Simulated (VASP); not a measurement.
Zr:

```
Zr
1.0
     3.23200    0.00000    0.00000
    -1.61600    2.79899    0.00000
     0.00000    0.00000    5.14700
Zr
2
Direct
  0.33333 0.66667 0.25000
  0.66667 0.33333 0.75000
```

```yaml
Program: VASP 6.6.1
Task: relaxation of cell and atoms
Functional: LDA
Potentials_or_basis: VASP PAW LDA potentials, release 64 (Zr_sv)
Cutoff: 600 eV
k_mesh: 15 × 15 × 9
Occupations: methfessel-paxton, width 0.1 eV
Spin: no spin polarisation
```

At the start: pressure -6.0 GPa; volume 23.28 Å³/atom.

Where does the relaxation end?

Over 6 steps the energy falls by 28.3 meV/atom and the volume is 21.83 Å³/atom (-6.2 %); space group P6_3/mmc (No. 194, to 0.05 Å).

Step by step:
```csv
step,energy change (eV),largest force (eV/Å),pressure (GPa),volume (Å³)
1,0.0000,0.0000,-5.96,46.56
2,0.0065,0.0000,7.49,40.97
3,-0.0552,0.0000,-0.04,43.76
4,-0.0552,0.0000,0.08,43.70
5,-0.0563,0.0000,0.05,43.68
6,-0.0565,0.0000,0.03,43.66
```

Final structure:
```
Zr
1.0
     3.14813    0.00000    0.00000
    -1.57407    2.72636    0.00000
     0.00000    0.00000    5.08740
Zr
2
Direct
  0.33333 0.66667 0.25000
  0.66667 0.33333 0.75000
```
